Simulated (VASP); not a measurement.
## BaLiF₃ (space group Pm-3m): computed properties

Calculation: r2SCAN meta-GGA, VASP's PBE PAW potentials (set 64) (plane waves; VASP).

For BaLiF$_{3}$, the space group comes out as Pm-3m (221). The cell is a = b = c = 3.9921 Å, α = β = γ = 90.00°, the volume per atom comes out as 12.72 Å^3/atom and the band gap (over mesh and band path) is 7.32 eV. The smallest direct gap (over mesh and band path) comes out as 7.32 eV and the band-edge character without spin-orbit coupling is direct, Γ to Γ. The band gap with spin-orbit coupling is 7.27 eV and the density is 5.25 g/cm³. The mean ε∞ (independent particles) comes out as 2.50.

```cif
data_BaF3Li
_chemical_formula_sum 'Ba1 Li1 F3'
_space_group_name_H-M_alt 'P 1'
_space_group_IT_number 1
_cell_length_a 3.99211
_cell_length_b 3.99211
_cell_length_c 3.99211
_cell_angle_alpha 90.000
_cell_angle_beta 90.000
_cell_angle_gamma 90.000
loop_
_space_group_symop_operation_xyz
  'x, y, z'
loop_
_atom_site_label
_atom_site_type_symbol
_atom_site_fract_x
_atom_site_fract_y
_atom_site_fract_z
_atom_site_occupancy
Ba1 Ba 0.00000 0.00000 0.00000 1
Li1 Li 0.50000 0.50000 0.50000 1
F1 F 0.00000 0.50000 0.50000 1
F2 F 0.50000 0.00000 0.50000 1
F3 F 0.50000 0.50000 0.00000 1
```

Unless said otherwise, spin-orbit coupling is left out, though it shifts the bands of the heavy elements here.

The structure comes from a computed database's BaLiF3 entry (Pm-3m); how it stands against other phases isn't given here. It was relaxed first. Symmetry was kept, so distortions that lower it aren't found.
